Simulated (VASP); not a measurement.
Runs of VASP 6.6.1 on SnC2. The structure is tetragonal, space group I4/mmm (No. 139). The conventional cell has a = 3.942 Å, b = 3.942 Å, c = 6.466 Å, α = 90.00°, β = 90.00°, γ = 90.00°. Around Sn (site symmetry 4/mmm) lie 10 C at 2.60 to 2.86 Å. Around C (site symmetry 4mm) lie 1 C at 1.26 Å. The cell comes from a database or a generator and needn't be the stable form of this composition.

```csv
task,cell,k mesh,cutoff (eV),smearing,gap on the mesh (eV),pressure (GPa),largest force (eV/Å)
single point,"I4/mmm, 16.74 Å³/atom",12 × 12 × 12,520,gaussian 0.02 eV,(b),0.2,(a)
relaxation of cell and atoms,relaxed,12 × 12 × 12,600,gaussian 0.02 eV,0.22,0.0,-
single point,"I4/mmm, 15.83 Å³/atom",12 × 12 × 12,520,gaussian 0.01 eV,none,4.0,0.16
single point,"I4/mmm, 12.03 Å³/atom",8 × 8 × 8,520,gaussian 0.1 eV,none,52.3,13.32
```

Alike in all rows: level LDA; potentials or basis VASP PAW LDA potentials, release 64 (Sn_d, C); no spin polarisation.

Task: Estimate the missing entries.

Result: (a) 0.09; (b) 0.23.

Caveats: spin-orbit coupling is left out, which moves the levels of the heavy elements (some runs); the standard files for N, O and F lose accuracy on very short bonds (some runs); a pressure of tens of GPa on the cell as given is suspect, and the run, the potentials or the cell itself is likely at fault (some runs); forces of over 1 eV/Å show positions far from the minimum, so gaps and moduli don't describe the material at rest (some runs).

A k mesh can miss the band edges, and the runs leave out spin-orbit coupling on Sn.

A gap of «none» marks a metal or a gap under the smearing width.
